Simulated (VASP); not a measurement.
All values below come from optB88-vdW, VASP's PBE PAW potentials (set 64) (plane waves; VASP).

The input files of a VASP run:

INCAR:
```
! general
SYSTEM  =PbO
PREC    =Normal
ENCUT   =500
LREAL   =.False.
LASPH   =.True.

! electronic loop
EDIFF   =1E-5
NELM    =100
NELMIN  =4
ALGO    =Fast
LMAXMIX =4

! smearing
ISMEAR  =0
SIGMA   =0.05

! functional
GGA     =BO
LUSE_VDW=.True.
AGGAC   =0.0
PARAM1  =0.1833333333
PARAM2  =0.22

! ions
IBRION  =2
NSW     =20
ISIF    =2
EDIFFG  =-0.03

! output
LWAVE   =.False.
LCHARG  =.False.
```

KPOINTS:
```
Automatic mesh
0
G
7 7 6
0 0 0
```

POSCAR:
```
PbO
1
    4.0489636120     0.0000000000     0.0000000000
    0.0000000000     4.0489636120     0.0000000000
    0.0000000000     0.0000000000     5.0479958747
Pb O
2 2
Direct
  0.5000000000   0.0000000000   0.7650000000
  0.0000000000   0.5000000000   0.2350000000
  0.5000000000   0.5000000000   0.0000000000
  0.0000000000   0.0000000000   0.0000000000
```

POTCAR, in this order: Pb_d O (PBE.64 set). Program: vasp_std.

The run wrote:

**OSZICAR**
```
       N       E                     dE             d eps       ncg     rms          rms(c)
DAV:   1     0.464320636720E+03    0.46432E+03   -0.19866E+04  1920   0.191E+03
DAV:   2     0.427841284460E+02   -0.42154E+03   -0.41408E+03  2040   0.492E+02
DAV:   3    -0.153122460388E+02   -0.58096E+02   -0.56345E+02  2648   0.192E+02
DAV:   4    -0.171966473192E+02   -0.18844E+01   -0.18833E+01  2080   0.399E+01
DAV:   5    -0.172670020700E+02   -0.70355E-01   -0.70346E-01  2744   0.739E+00    0.131E+01
RMM:   6    -0.122187271010E+02    0.50483E+01   -0.24935E+01  2238   0.241E+01    0.517E+00
RMM:   7    -0.120497276028E+02    0.16900E+00   -0.24382E+00  1969   0.129E+01    0.231E+00
RMM:   8    -0.120472290090E+02    0.24986E-02   -0.80717E-01  2086   0.609E+00    0.938E-01
RMM:   9    -0.120498449855E+02   -0.26160E-02   -0.25608E-01  2309   0.351E+00    0.253E-01
RMM:  10    -0.120522757585E+02   -0.24308E-02   -0.40638E-02  2220   0.125E+00    0.160E-01
RMM:  11    -0.120527013638E+02   -0.42561E-03   -0.50227E-03  2432   0.551E-01    0.717E-02
RMM:  12    -0.120527608761E+02   -0.59512E-04   -0.22052E-03  2400   0.282E-01    0.182E-02
RMM:  13    -0.120527958087E+02   -0.34933E-04   -0.46047E-04  1990   0.123E-01    0.145E-02
RMM:  14    -0.120527952248E+02    0.58396E-06   -0.80533E-05  1540   0.628E-02
   1 F= -.12052795E+02 E0= -.12052795E+02  d E =-.120528E+02
       N       E                     dE             d eps       ncg     rms          rms(c)
DAV:   1    -0.120528649859E+02   -0.69177E-04   -0.19322E-01  2360   0.242E+00    0.341E-02
RMM:   2    -0.120530359266E+02   -0.17094E-03   -0.20758E-03  1975   0.571E-01    0.212E-02
RMM:   3    -0.120531456042E+02   -0.10968E-03   -0.11629E-03  2439   0.307E-01    0.111E-02
RMM:   4    -0.120531535804E+02   -0.79762E-05   -0.98552E-05  1713   0.885E-02
   2 F= -.12053154E+02 E0= -.12053154E+02  d E =-.358356E-03
```

**OUTCAR**
```
------------------------ aborting loop because EDIFF is reached ----------------------------------------
  FORCE on cell =-STRESS in cart. coord.  units (eV):
  Direction    XX          YY          ZZ          XY          YZ          ZX
  --------------------------------------------------------------------------------------
  Total       -0.0177989     -0.0177989     -0.0079464      0.0000000     -0.0000000      0.0000000
  in kB       -0.3445852     -0.3445852     -0.1538421      0.0000000     -0.0000000      0.0000000
  external PRESSURE =      -0.2810042 kB  Pullay stress =       0.0000000 kB
  volume of cell :       82.76
      direct lattice vectors                 reciprocal lattice vectors
     4.048963612  0.000000000  0.000000000     0.246976781  0.000000000  0.000000000
     0.000000000  4.048963612  0.000000000     0.000000000  0.246976781  0.000000000
     0.000000000  0.000000000  5.047995875     0.000000000  0.000000000  0.198098419
 POSITION                                       TOTAL-FORCE (eV/Angst)
 -----------------------------------------------------------------------------------
      2.02448      0.00000      3.85806         0.000000      0.000000      0.005732
      0.00000      2.02448      1.18994        -0.000000      0.000000     -0.005732
      2.02448      2.02448      5.04800         0.000000     -0.000000      0.000000
      0.00000      0.00000      5.04800        -0.000000      0.000000      0.000000
 -----------------------------------------------------------------------------------
    total drift:                                0.000000      0.000000     -0.000000
  FREE ENERGIE OF THE ION-ELECTRON SYSTEM (eV)
  ---------------------------------------------------
  free  energy   TOTEN  =       -12.0531535804 eV

  energy  without entropy=      -12.0531535804  energy(sigma->0) =      -12.05315358

 reached required accuracy - stopping structural energy minimisation
```
(Selected blocks of OUTCAR.)

**CONTCAR**
```
PbO
   1.00000000000000
     4.0489636119999997    0.0000000000000000    0.0000000000000000
     0.0000000000000000    4.0489636119999997    0.0000000000000000
     0.0000000000000000    0.0000000000000000    5.0479958746999998
  Pb              O
     2     2
Direct
     0.5000000000000000    0.0000000000000000    0.7642756003490296
     0.0000000000000000    0.5000000000000000    0.2357243996509704
     0.5000000000000000    0.5000000000000000    1.0000000000000000
     0.0000000000000000    0.0000000000000000    1.0000000000000000
```

**OUTCAR**
```
 val. band max:        4.3836403058   @ k =   0.1429   0.0000   0.0000

 cond. band min:       6.0131613297   @ k =   0.4286   0.4286   0.0000


 Fermi energy:         4.6267347345

 k-point     1 :       0.0000    0.0000    0.0000
  band No.  band energies     occupation
      1     -13.4515      2.00000
      2     -13.0625      2.00000
      3     -11.4563      2.00000
      4     -11.4563      2.00000
      5     -11.4085      2.00000
      6     -11.3726      2.00000
      7     -11.3191      2.00000
      8     -11.2603      2.00000
      9     -11.2603      2.00000
     10     -11.2579      2.00000
     11     -11.2284      2.00000
     12      -9.9105      2.00000
     13      -2.5497      2.00000
     14      -2.1602      2.00000
     15       0.4878      2.00000
     16       0.4878      2.00000
     17       2.9391      2.00000
     18       2.9511      2.00000
     19       2.9511      2.00000
     20       4.3719      2.00000
     21       6.7414      0.00000
     22       9.8252      0.00000
     23       9.9408      0.00000
     24       9.9408      0.00000

 k-point     2 :       0.1429    0.0000    0.0000
  band No.  band energies     occupation
      1     -13.4161      2.00000
      2     -13.0706      2.00000
      3     -11.4479      2.00000
      4     -11.4451      2.00000
      5     -11.3963      2.00000
      6     -11.3626      2.00000
      7     -11.3246      2.00000
      8     -11.2764      2.00000
      9     -11.2643      2.00000
     10     -11.2361      2.00000
     11     -11.1939      2.00000
     12      -9.9650      2.00000
     13      -2.6372      2.00000
     14      -2.1683      2.00000
     15       0.5611      2.00000
     16       0.6043      2.00000
     17       2.5319      2.00000
     18       2.8222      2.00000
     19       2.9313      2.00000
     20       4.3836      2.00000
     21       7.2563      0.00000
     22       8.7662      0.00000
     23      10.0406      0.00000
     24      10.3409      0.00000
...
```

Unless said otherwise, spin-orbit coupling is left out, though it shifts the bands of the heavy elements here.

The compound is PbO in the litharge structure. This run relaxes the ions in a fixed cell. Symmetry was kept, so distortions that lower it aren't found.
